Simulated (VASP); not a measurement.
Runs of VASP 6.6.1 on Hf. The structure is hexagonal, space group P6_3/mmc (No. 194). The conventional cell has a = 3.197 Å, b = 3.197 Å, c = 5.058 Å, α = 90.00°, β = 90.00°, γ = 120.00°. Hf (site symmetry -6m2) has 12 Hf at 3.13 to 3.20 Å as nearest neighbours. 

```csv
level,potentials or basis,gap on the mesh (eV),pressure (GPa),relaxed volume (Å³/atom)
r2SCAN,"VASP PAW PBE potentials, release 64 (Hf_pv)",none,0.0,(a)
PBE,"VASP PAW PBE potentials, release 64 (Hf_pv)",none,0.0,22.45
LDA,"VASP PAW LDA potentials, release 64 (Hf_pv)",none,-0.1,20.86
PBEsol,"VASP PAW PBE potentials, release 64 (Hf_pv)",none,0.0,21.54
```

Alike in all rows: task relaxation of cell and atoms; no spin polarisation; cell relaxed; k mesh 19 × 19 × 11; cutoff (eV) 600; smearing fermi-dirac 0.05 eV.

**Question.** Fill in the values left out.

**Answer.** (a) 22.24.

Caveats: the PAW data sets were made with another functional, which shifts forces and pressure a little (some runs).

A k mesh can miss the band edges, and the runs leave out spin-orbit coupling on Hf.

A gap of «none» marks a metal or a gap under the smearing width.

Not every run made on this cell is shown here.
